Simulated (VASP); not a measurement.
Given:

```
CELL_PARAMETERS angstrom
      0.00000     2.67166     2.67166
      2.67166     0.00000     2.67166
      2.67166     2.67166     0.00000
ATOMIC_POSITIONS crystal
  Cd 0.00000 0.00000 0.00000
  S  0.25000 0.25000 0.25000
```

Level of theory: PBEsol GGA, VASP's PBE PAW potentials (set 64) (plane waves; VASP). Settings: 500 eV cut-off, 9×9×9 Γ-centred mesh, Gaussian smearing of 0.050 eV, potentials Cd S.

**Question.** Estimate the energy per atom (σ→0), pressure, band gap (on the k-mesh) with the smallest direct gap where there is one.

**Answer.** 
band gap (on the k-mesh): 1.49 eV
smallest direct gap (on the k-mesh): 1.49 eV
energy per atom (σ→0): -2.983 eV/atom
pressure: 29.98 GPa

Total energies compare only between runs with the same potentials, cut-off and functional.

The structure was generated: CdS was put into the zinc blende type (F-43m), which need not be its known phase. It was relaxed first under an external pressure of 30 GPa.
